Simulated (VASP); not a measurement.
Consider the following.

```xyz
2
Lattice="0.0000 2.9748 2.9748 2.9748 0.0000 2.9748 2.9748 2.9748 0.0000" Properties=species:S:1:pos:R:3 pbc="T T T"
Al     0.0000     0.0000     0.0000
As     1.4874     1.4874     1.4874
```

The numbers are results of vdW-DF2, VASP's PBE PAW potentials (set 64) (plane waves; VASP 6.6.1), not measurements. Numerical set-up: 520 eV cut-off, 8×8×8 Γ-centred mesh, Gaussian smearing of 0.050 eV, potentials Al As.

**Question.** What does the run give for the energy per atom (σ→0), pressure, band gap (on the k-mesh) with the smallest direct gap where there is one?

**Answer.** 
```json
{
 "band gap (on the k-mesh)": "0.80 eV",
 "smallest direct gap (on the k-mesh)": "0.80 eV",
 "energy per atom (σ→0)": "-2.859 eV/atom",
 "pressure": "-2.89 GPa"
}
```

Total energies compare only between runs with the same potentials, cut-off and functional.

The compound is AlAs in the zinc blende structure. This cell is one point of a volume scan, at 1.06 of the reference volume.
